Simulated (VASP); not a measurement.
Here is the system:

```
CELL_PARAMETERS angstrom
      0.00000     3.34055     3.34055
      3.34055     0.00000     3.34055
      3.34055     3.34055     0.00000
ATOMIC_POSITIONS crystal
  La 0.00000 0.00000 0.00000
  Se 0.25000 0.25000 0.25000
```

These are PBEsol GGA, VASP's PBE PAW potentials (set 64) (plane waves; VASP) values and carry that method's errors. Settings: 400 eV cut-off, Gaussian smearing of 0.050 eV, potentials La Se.

Give the energies of bands 6 to 11 at the high-symmetry points, in eV from the Fermi level.

| band | Γ | X | U | L | W |
|---|---|---|---|---|---|
| 6 | -4.27 | -4.78 | -4.44 | -4.11 | -4.10 |
| 7 | -4.27 | -3.27 | -3.54 | -3.91 | -4.05 |
| 8 | -4.27 | -3.27 | -3.47 | -3.91 | -3.26 |
| 9 | -0.61 | -0.34 | -0.41 | 0.52 | -0.41 |
| 10 | 1.12 | 0.66 | 0.75 | 0.87 | 0.51 |
| 11 | 1.12 | 1.05 | 0.93 | 0.92 | 1.01 |

It has no gap at this level: it comes out as a metal or semimetal.

The structure was generated: LaSe was put into the zinc blende type (F-43m), which need not be its known phase. It was relaxed first, which changed the volume by -31 %. The electron count is odd and the run is not spin-polarised, which forces a metal.
